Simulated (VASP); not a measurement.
Energy against volume of CoAl (CsCl type). Method: vdW-DF2, VASP's PBE PAW potentials (set 64) (plane waves; VASP). Numerical set-up: 520 eV cut-off, 13×13×13 Γ-centred mesh, first-order Methfessel-Paxton smearing of 0.10 eV, potentials Al Co.

```json
[
 {"V (Å³/atom)": "11.700", "E (eV/atom)": "-3.31573"},
 {"V (Å³/atom)": "12.061", "E (eV/atom)": "-3.32151"},
 {"V (Å³/atom)": "12.423", "E (eV/atom)": "-3.31636"},
 {"V (Å³/atom)": "12.785", "E (eV/atom)": "-3.30189"}
]
```

Problem. Fit these four points and predict the energy of the run at 11.338 Å³/atom.

Solution. A cubic in V^(−2/3), the third-order Birch-Murnaghan form, passes through the four points with V0 = 12.06 Å³/atom and B0 = 161 GPa, and gives -3.2970 eV/atom there. The run gave -3.2971 eV/atom, -0.1 meV/atom from the fit; all five points give B0 = 161 GPa.

The compound is CoAl in the CsCl type structure. It was relaxed first. The run is not spin-polarised, so no magnetic state was tried.
